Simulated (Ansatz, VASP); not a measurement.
# Pd: VASP beside Ansatz

Aim: how closely do two programs agree when they are given the same cell, functional and k mesh?

Calculated with Ansatz 0.2.0; plane waves, with VASP 6.6.1 beside it; relaxation of cell and atoms at r2SCAN.

## (1) Starting point

Symmetry: Fm-3m, No. 225, cubic system. Conventional cell: a = 3.900 Å, b = 3.900 Å, c = 3.900 Å, α = 90.00°, β = 90.00°, γ = 90.00°. Pd has 12 Pd at 2.76 Å nearest.

As a file:

```cif
data_structure
_symmetry_space_group_name_H-M 'P 1'
_symmetry_Int_Tables_number 1
_cell_length_a 2.7577
_cell_length_b 2.7577
_cell_length_c 2.7577
_cell_angle_alpha 60.000
_cell_angle_beta 60.000
_cell_angle_gamma 60.000
_cell_volume 14.83
loop_
_atom_site_label
_atom_site_type_symbol
_atom_site_fract_x
_atom_site_fract_y
_atom_site_fract_z
_atom_site_occupancy
Pd1 Pd 0.00000 0.00000 0.00000 1
```

## (2) Ansatz: relaxation of cell and atoms, r2SCAN

Ansatz runs on its default PAW (the set named soft_2) files.

The relaxed volume is the usual yardstick between codes: its relative difference is about their pressure difference at one cell divided by the bulk modulus.

File input.yaml:

```yaml
crystal:
  lattice:
    - [0.0, 1.95, 1.95]
    - [1.95, 0.0, 1.95]
    - [1.95, 1.95, 0.0]
  atoms:
    - { symbol: Pd, position: [0.0, 0.0, 0.0] }
hamiltonian:
  xc: r2scan
  pseudopotentials: { kind: paw }
kpoints:
  mp_grid: { grid: [10, 10, 10] }
scf:
  occupations: { method: fermi_dirac, width: 0.05 }
relax:
  f_tol: 0.01
  max_steps: 60
  cell: { stress_tol: 0.05 }
output:
  forces: true
  stress: true
```

On the command line:

```sh
$ ansatz run input.yaml --threads 4 --pin off --max-ram 9216MiB --backend cpu --events-out ev --progress --plain --runs-dir out
```

Numbers of over 12 decimals in the logs are rounded to 6 here.

The program printed:

```text
Engine: ansatz 0.2.0, aarch64-unknown-linux-gnu
Pseudopotentials: kind: paw
Pseudopotential: Pd, paw, valence charge 18, recommended cutoff 500 eV (meta_gga), Pd.paw.azcp
Functional definition: r2SCAN
  parameter k0 = 0.174
  parameter k1 = 0.065
  parameter a1 = 4.9479
  exchange = r2scan_x(k0 = k0, k1 = k1, a1 = a1)
  correlation = r2scan_c
Crystal: 1 atoms, lattice volume = 14.830 Å³
Basis set: ecut = 500 eV, 339 PW (Γ), exchange–correlation on 96×96×96 points (64 copies of the dense FFT grid, shifted against one another)
Bands: 13, of which v1, the nominal top of the filled ones, is band 9 counted from 1 (8 counted from 0)
Symmetry: 48 space group operations
Space group: Fm-3m (ITA 225), of the structure as read, at distance tolerance 2.5e-5 Å
k-points: 47 of 1000
Non-local potential: Pd, projectors of the file, l = 0: 2, l = 1: 2, l = 2: 2, l = 3: 1
PAW form: soft (Blöchl's): semilocal exchange-correlation on the pseudo side does not see the compensation charge
PAW frozen core: Pd, regenerated for the run's functional (the file was generated under x = pbe(κ = 0.804, μ = 0.219515), c = pbe(β = 0.066725))
PAW one-centre angular grid: Pd, 590 points (default); XC on 160 Gauss nodes
Initial density: superposition of atomic densities (neutral atoms: chi_scale 0, normalization atom), corrected by the library's trained network
Initial wavefunctions: pseudopotential atomic-orbital guess
Functional: x = r2scan, c = r2scan; τ floored in thin density (d = 2e-4 eV/Å³)
SCF iter   1: F=—  HF=-6985.751668 eV  |F-HF|=—  |Δ(HF+E_count)|=         —  Δρ=2.15e-2  dr2=5.20e-2  dr2_τ=9.52e-3  ethr=1.77e-3  ⟨swp⟩=5.7  Hψ=3552  notcnv=0
preconditioner: auto → none  [metal: Δε(μ)=0.023 eV  Ē_g=14.902 eV  σ=0.050 eV  W_gap=0.11  n_scr=8 (ndim 8)  ℏωp=30.5 eV  f_vac=0.000  D(μ)=1.76/eV (n_scr^D=26)  sad-step TF]
SCF iter   2: F=—  HF=-6985.756948 eV  |F-HF|=—  |Δ(HF+E_count)|=   5.28e-3  Δρ=9.05e-3  dr2=4.05e-3  dr2_τ=1.20e-3  ethr=2.89e-4  ⟨swp⟩=2.0  Hψ=1161  notcnv=0
SCF iter   3: F=—  HF=-6985.758690 eV  |F-HF|=—  |Δ(HF+E_count)|=   1.74e-3  Δρ=4.52e-3  dr2=2.63e-3  dr2_τ=1.29e-4  ethr=2.25e-5  ⟨swp⟩=2.2  Hψ=1021  notcnv=0
SCF iter   4: F=—  HF=-6985.758353 eV  |F-HF|=—  |Δ(HF+E_count)|=   3.37e-4  Δρ=9.84e-4  dr2=1.49e-4  dr2_τ=3.77e-6  ethr=1.46e-5  ⟨swp⟩=2.1  Hψ=822  notcnv=0
SCF iter   5: F=—  HF=-6985.758368 eV  |F-HF|=—  |Δ(HF+E_count)|=   1.52e-5  Δρ=3.68e-4  dr2=1.67e-5  dr2_τ=8.97e-7  ethr=8.27e-7  ⟨swp⟩=2.3  Hψ=930  notcnv=0
SCF iter   6: F=—  HF=-6985.758366 eV  |F-HF|=—  |Δ(HF+E_count)|=   1.98e-6  Δρ=1.49e-4  dr2=2.95e-6  dr2_τ=1.07e-7  ethr=9.29e-8  ⟨swp⟩=1.1  Hψ=624  notcnv=0
SCF iter   7: F=—  HF=-6985.758366 eV  |F-HF|=—  |Δ(HF+E_count)|=   5.78e-7  Δρ=4.10e-5  dr2=2.34e-7  dr2_τ=6.58e-9  ethr=1.64e-8  ⟨swp⟩=2.0  Hψ=868  notcnv=0
SCF iter   8: F=-6985.758366 eV  HF=-6985.758366 eV  |F-HF|=1.08e-8  |Δ(HF+E_count)|=   4.18e-8  Δρ=1.10e-5  dr2=1.62e-8  dr2_τ=5.37e-10  ethr=5.56e-10  ⟨swp⟩=4.0  Hψ=1844  notcnv=0
SCF 1 converged in 8 iterations: F = -6985.758366 eV  dr2 = 1.62e-8
  greatest PAW one-centre occupation: 1.003 electrons in one spin orbital (limit 2), on the Pd atom at site 0 (counted from 0), in its partial waves of l = 0
relax step   1: F+E_penalty+E_count = -6985.75836583 eV  Δ(F+E_penalty+E_count) = +0.000e0 eV  max|allowed force component| = 0.000e0 eV/Å  Δτ_max = 0.0000 Å  P = +0.947 GPa  Ω = 14.830 Å³  (8 SCF iters, dr2 threshold 1.00e-7 eV, accepted)
[...]
relax step   2: F+E_penalty+E_count = -6985.75824800 eV  Δ(F+E_penalty+E_count) = +1.178e-4 eV  max|allowed force component| = 0.000e0 eV/Å  Δτ_max = 0.0000 Å  P = -0.655 GPa  Ω = 14.958 Å³  energy of the carried Pulay correction = -2.281e-4 eV  (8 SCF iters, dr2 threshold 1.00e-7 eV, accepted)
[...]
relax step   3: F+E_penalty+E_count = -6985.75845140 eV  Δ(F+E_penalty+E_count) = -2.034e-4 eV  max|allowed force component| = 0.000e0 eV/Å  Δτ_max = 0.0000 Å  P = -0.008 GPa  Ω = 14.905 Å³  energy of the carried Pulay correction = -1.346e-4 eV  (7 SCF iters, dr2 threshold 1.00e-7 eV, accepted)
[...]
relax step   4: F+E_penalty+E_count = -6985.75861509 eV  Δ(F+E_penalty+E_count) = -1.637e-4 eV  max|allowed force component| = 0.000e0 eV/Å  Δτ_max = 0.0000 Å  P = -0.002 GPa  Ω = 14.905 Å³  stress off target by 1.93e-3 GPa  SCF on the basis re-selected at this cell (its energy is not comparable with the rows above)  (5 SCF iters)
basis re-selected at this cell: Δ(F+E_penalty+E_count) = -1.637e-4 eV, ΔP = +0.006 GPa vs the last step (what re-selecting the basis moved, of the pressure what is left beyond the Pulay correction that the steps carried, after the strain that the cell walked since its last selection, with what the two solves' SCF thresholds leave and, on support functions, any second-order correction that the steps lacked; it is no measure of the basis error at this ecutwfc). This SCF's stress stands 1.93e-3 GPa from its target on what of the cell is left free (relax.cell.stress_tol is 5.00e-2 GPa) and its largest allowed force component is 0.00e0 eV/Å (relax.f_tol is 1.00e-2 eV/Å): [rest of the remark cut]
SCF converged after 5 iterations
Free energy (F): -6985.758615 eV
Harris-Foulkes:  -6985.758615 eV  (|F-HF|=2.73e-12)
Internal energy: -6985.743967 eV  (E = F + TS)
E sigma→0 (E₀):  -6985.751291 eV
Entropy (-TS):   -0.014648 eV (-14.648 meV/atom)
Fermi energy:    19.328375 eV
--- Per-component energies (eV) ---
  E_band       = -158.630796
  E_kinetic    = 515.314843
  E_local      = -1767.862199  (includes V_loc(G=0)·N_el)
  E_nonlocal   = 217.723463
  E_hartree    = 719.647862
  E_xc         = -160.264848
  E_vxc        = -232.414923  (∫ρ·V_xc dr)
  E_paw        = -3772.113097  (= ΣΔE_a)
  E_vpaw       = -347.769159  (= ΣTr[D̂ρ^β])
  E_aug_tail   = 0.000112  (compensation charges beyond the density's cutoff)
  E_vtau       = 17.081244  (kinetic-family band-sum trace: ∫τ·v_τ [+ j·A + Jᵃ·Aᵃ] dr)
  E_ewald      = -2737.738017
  E_core_change = -0.452087  (= ΣΔE_core)
  E_smearing   = -0.014648  (= −TS)
  E_closure    = -0.000000  (closes the sum)
  Σ components = -6985.758615   (vs F -6985.758615, Δ=0.00e0)
--- Forces (eV/Å), atoms counted from 1 ---
  atom   1  Pd    -0.00000000    -0.00000000     0.00000000
  max |Σ_I F_I| component: 6.98e-32 eV/Å
--- Stress (GPa, compression-positive) ---
       -0.001934      -0.000000      -0.000000
       -0.000000      -0.001934      -0.000000
       -0.000000      -0.000000      -0.001934
  P = ⅓ Tr σ = -0.0019 GPa (-0.019 kbar)
--- Relaxed structure (3 steps of the walk, 3 accepted, 1 SCFs on fresh bases) ---
  F+E_penalty+E_count = -6985.75861509 eV   max|allowed force component| = 0.000e0 eV/Å   (the final SCF, on the basis selected at the relaxed cell)
  cell:  # Å, volume = 14.9054 Å³
    - [0, 1.953310, 1.953310]
    - [1.953310, 0, 1.953310]
    - [1.953310, 1.953310, 0]
  atoms:
    - { symbol: Pd, position: [0.0, 0.0, 0.0] }
```

The job ended after 2.7 s (4 threads of Arm Neoverse V2, shared host; peak memory 0.33 GiB; 6.3 s of CPU time).

## (3) VASP: relaxation of cell and atoms, r2SCAN

The same cell, functional, mesh and smearing now go to VASP, with its own data sets and cutoff.

Lines of VASP's logs that name or quote its potential files are left out, and so is its time.

File INCAR:

```
SYSTEM = Pd
PREC = Accurate
ENCUT = 520
EDIFF = 1E-06
NELM = 100
ISMEAR = -1
SIGMA = 0.05
LREAL = .FALSE.
ALGO = Normal
METAGGA = R2SCAN
LASPH = .TRUE.
NBANDS = 11
LORBIT = 11
LWAVE = .FALSE.
LCHARG = .FALSE.
KPAR = 2
IBRION = 2
NSW = 60
ISIF = 3
EDIFFG = -0.01
```

File POSCAR:

```
Pd
1.0
    0.0000000000      1.9500000000      1.9500000000
    1.9500000000      0.0000000000      1.9500000000
    1.9500000000      1.9500000000      0.0000000000
Pd
1
Direct
    0.0000000000      0.0000000000      0.0000000000
```

File KPOINTS:

```
Automatic mesh
0
Gamma
10 10 10
0 0 0
```

Potentials, in the order of the species: Pd (PBE family, release 64).

On the command line:

```sh
$ mpirun -np 2 vasp_std
```

The program printed:

```text
[banner, memory and clock lines left out]
running    2 mpi-ranks, on    1 nodes
 distrk:  each k-point on    1 cores,    2 groups
 distr:  one band on    1 cores,    1 groups

 POSCAR found type information on POSCAR Pd
 POSCAR found :  1 types and       1 ions
|                                                                             |
|               ----> ADVICE to this user running VASP <----                  |
|                                                                             |
|     You enforced a specific xc type in the INCAR file but a different       |
|     [... a line on the potential file left out ...]
|     I HOPE YOU KNOW WHAT YOU ARE DOING!                                     |
|                                                                             |

 LDA part: xc-table for (None), standard interpolation
 POSCAR, INCAR and KPOINTS ok, starting setup
 FFT: planning ... GRIDC
 FFT: planning ... GRID_SOFT
 FFT: planning ... GRID
 WAVECAR not read
 entering main loop
       N       E                     dE             d eps       ncg     rms          rms(c)
DAV:   1     0.251458268131E+02    0.25146E+02   -0.53815E+03  1042   0.899E+02
DAV:   2    -0.254360593022E+02   -0.50582E+02   -0.48872E+02  1139   0.191E+02
DAV:   3    -0.260613224876E+02   -0.62526E+00   -0.62294E+00  1294   0.227E+01
DAV:   4    -0.260634919776E+02   -0.21695E-02   -0.21692E-02  1223   0.139E+00
DAV:   5    -0.260635141376E+02   -0.22160E-04   -0.22159E-04  1312   0.134E-01    0.868E+00
DAV:   6    -0.230070484370E+02    0.30565E+01   -0.49861E+00  1184   0.189E+01    0.391E+00
DAV:   7    -0.229719373618E+02    0.35111E-01   -0.18244E-01  1139   0.312E+00    0.231E+00
DAV:   8    -0.229677875136E+02    0.41498E-02   -0.15686E-02  1201   0.104E+00    0.347E-01
DAV:   9    -0.229670341623E+02    0.75335E-03   -0.27286E-03  1205   0.445E-01    0.503E-02
DAV:  10    -0.229670931226E+02   -0.58960E-04   -0.87286E-04  1221   0.271E-01    0.534E-02
DAV:  11    -0.229670601802E+02    0.32942E-04   -0.13940E-04  1159   0.924E-02    0.124E-02
DAV:  12    -0.229670592490E+02    0.93113E-06   -0.17683E-06  1149   0.134E-02
   1 F= -.22967059E+02 E0= -.22959890E+02  d E =-.229671E+02
 curvature:   0.00 expect dE= 0.000E+00 dE for cont linesearch  0.000E+00
 trial: gam= 0.00000 g(F)=  0.235E-63 g(S)=  0.363E-02 ort = 0.000E+00 (trialstep = 0.100E+01)
 search vector abs. value=  0.363E-02
 bond charge predicted
       N       E                     dE             d eps       ncg     rms          rms(c)
DAV:   1    -0.230373850921E+02   -0.70325E-01   -0.12713E+00  1058   0.108E+01    0.177E+00
DAV:   2    -0.229652688467E+02    0.72116E-01   -0.37595E-01  1064   0.450E+00    0.490E-01
DAV:   3    -0.229658369567E+02   -0.56811E-03   -0.11360E-03  1183   0.320E-01    0.316E-01
DAV:   4    -0.229660554619E+02   -0.21851E-03   -0.18295E-03  1410   0.171E-01    0.655E-02
DAV:   5    -0.229659783538E+02    0.77108E-04   -0.25259E-04  1165   0.129E-01    0.214E-02
DAV:   6    -0.229659880997E+02   -0.97460E-05   -0.27838E-05  1219   0.518E-02    0.719E-03
DAV:   7    -0.229659885027E+02   -0.40293E-06   -0.27086E-06   729   0.132E-02
   2 F= -.22965989E+02 E0= -.22958433E+02  d E =0.107075E-02
 trial-energy change:    0.001071  1 .order    0.001027   -0.003633    0.005686
 step:   0.3831(harm=  0.3898)  dis= 0.00000  next Energy=   -22.967753 (dE=-0.693E-03)
 bond charge predicted
       N       E                     dE             d eps       ncg     rms          rms(c)
DAV:   1    -0.229931169702E+02   -0.27129E-01   -0.48104E-01  1058   0.662E+00    0.107E+00
DAV:   2    -0.229674722441E+02    0.25645E-01   -0.13185E-01  1064   0.269E+00    0.233E-01
DAV:   3    -0.229676506823E+02   -0.17844E-03   -0.42467E-04  1197   0.201E-01    0.156E-01
DAV:   4    -0.229677351815E+02   -0.84499E-04   -0.64560E-04  1427   0.104E-01    0.364E-02
DAV:   5    -0.229677099012E+02    0.25280E-04   -0.98477E-05  1150   0.844E-02    0.117E-02
DAV:   6    -0.229677092054E+02    0.69579E-06   -0.14965E-06  1227   0.119E-02
   3 F= -.22967709E+02 E0= -.22960394E+02  d E =-.649956E-03
 curvature:  -0.19 expect dE=-0.192E-05 dE for cont linesearch -0.192E-05
 trial: gam=-0.04939 g(F)=  0.125E-63 g(S)=  0.987E-05 ort = 0.189E-03 (trialstep = 0.877E+00)
 search vector abs. value=  0.269E-07
 reached required accuracy - stopping structural energy minimisation
```

Parts of OUTCAR (step 3):

```text
ion  position               nearest neighbor table
   1  0.000  0.000  0.000-

  LATTYP: Found a face centered cubic cell.
 ALAT       =     3.9000000000

 Subroutine GETGRP returns: Found 48 space group operations
 (whereof 48 operations were pure point group operations)

The static configuration has the point symmetry O_h .

 Found     47 irreducible k-points:

   k-points           NKPTS =     47   k-points in BZ     NKDIM =     47   number of bands    NBANDS=     11

   dimension x,y,z NGX =    24 NGY =   24 NGZ =   24
   dimension x,y,z NGXF=    48 NGYF=   48 NGZF=   48

   ENCUT  =  520.0 eV  38.22 Ry    6.18 a.u.   5.13  5.13  5.13*2*pi/ulx,y,z

   NELECT =      10.0000    total number of electrons

 k-points in reciprocal lattice and weights: Automatic mesh
   0.00000000  0.00000000  0.00000000       0.001
   0.10000000  0.00000000  0.00000000       0.008
   0.20000000  0.00000000  0.00000000       0.008
   0.30000000  0.00000000  0.00000000       0.008
   0.40000000  0.00000000  0.00000000       0.008
   0.50000000  0.00000000  0.00000000       0.004
   0.10000000  0.10000000  0.00000000       0.006
   0.20000000  0.10000000  0.00000000       0.024
   0.30000000  0.10000000  0.00000000       0.024
[...]
-0.30000000  0.40000000  0.20000000       0.024
  -0.30000000  0.50000000  0.20000000       0.012

 average (electrostatic) potential at core
       1 -75.6724

 E-fermi :   9.3844

 k-point     1 :       0.0000    0.0000    0.0000
  band No.  band energies     occupation
    ...
      2       6.5241      2.00000
      3       6.5241      2.00000
      4       6.5241      2.00000
      5       8.0982      2.00000
      6       8.0982      2.00000
      7      27.3888      0.00000
      8      31.8899      0.00000
      9      32.2906      0.00000
     10      32.2906      0.00000
     11      32.2906      0.00000

 k-point     2 :       0.1000    0.0000    0.0000
  band No.  band energies     occupation
    ...
      2       6.4068      2.00000
      3       6.6435      2.00000
      4       6.6435      2.00000
      5       8.0481      2.00000
      6       8.0481      2.00000
      7      27.7069      0.00000
      8      30.2419      0.00000
      9      31.9128      0.00000
     10      32.6859      0.00000
     11      32.6859      0.00000

 k-point     3 :       0.2000    0.0000    0.0000
  band No.  band energies     occupation
    ...
      2       6.3107      2.00000
      3       6.8196      2.00000
      4       6.8196      2.00000
      5       8.0915      2.00000
      6       8.0915      2.00000
      7      26.3192      0.00000
      8      28.6489      0.00000
      9      31.9052      0.00000
     10      33.5961      0.00000
     11      33.5961      0.00000

  Total        0.0082563      0.0082563      0.0082563     -0.0000000     -0.0000000      0.0000000
  in kB        0.8842030      0.8842030      0.8842030     -0.0000000     -0.0000000      0.0000000
  external PRESSURE =       0.8842030 kB  Pullay stress =       0.0000000 kB

  energy-cutoff  :      520.00
  volume of cell :       14.96
      direct lattice vectors                 reciprocal lattice vectors
     0.000000000  1.955710471  1.955710471    -0.255661565  0.255661565  0.255661565
     1.955710471  0.000000000  1.955710471     0.255661565 -0.255661565  0.255661565
     1.955710471  1.955710471  0.000000000     0.255661565  0.255661565 -0.255661565

 POSITION                                       TOTAL-FORCE (eV/Angst)
 -----------------------------------------------------------------------------------
      0.00000      0.00000      0.00000         0.000000      0.000000     -0.000000
 -----------------------------------------------------------------------------------
    total drift:                               -0.000000      0.000000     -0.000000

  FREE ENERGIE OF THE ION-ELECTRON SYSTEM (eV)
  ---------------------------------------------------
  free  energy   TOTEN  =       -22.9677092054 eV

  energy  without entropy=      -22.9530792018  energy(sigma->0) =      -22.96039420

 reached required accuracy - stopping structural energy minimisation

 total charge
# of ion       s       p       d       tot
------------------------------------------
    1        0.505   0.447   8.500   9.452

[... 3 further parts left out ...]
```

## (4) Side by side

Known differences besides the potentials themselves: VASP keeps PBE cores, Ansatz makes them for the functional; both relaxations stop at a tolerance, which leaves soft axes loose, and VASP keeps its plane-wave basis; the data sets hold 18 valence electrons in Ansatz (default PAW (the set named soft_2) files) and 10 in VASP; the cutoff is 500 eV in Ansatz and 520 eV in VASP; Ansatz adds a Pulay correction to the stress that steers its cell, VASP none. Total energies have different zeros and are not compared.

Compared:

```
                                         quantity  Ansatz   VASP  difference
                                      volume (Å³)   14.91  14.96     -0.37 %
edge a after relaxation, in the typed setting (Å)   2.762  2.766     -0.12 %
```

The walks stopped with 0.00 GPa left in Ansatz and 0.09 GPa in VASP; each walk ends within a tolerance, so the volume difference is uncertain by about these residues over the bulk modulus, most in soft cells.

## (5) Summary of results

```
difference in volume (relaxation of cell and atoms, r2SCAN) : -0.37 %
```

In words: The difference in volume is -0.37 % (relaxation of cell and atoms, r2SCAN), within the 1.2 % picked in this series as the mark of a large difference, as far as the stopping tolerances let one tell. Such differences can come from data sets, numerical settings and the points named under the comparisons, not from the functional's error against experiment.

[Lines on the potential files, build, host, timing and source positions are cut from VASP's logs without a mark.]

[Logs are printed without paths, hosts, clocks, repeated set-up lines and the standing remarks that a program may print on its own settings, such as how far it seeks lower states.]

[Hosts, paths, dates, database ids (printed as entryN), source tags and the programs' standing remarks are cut or masked in the printed files.]
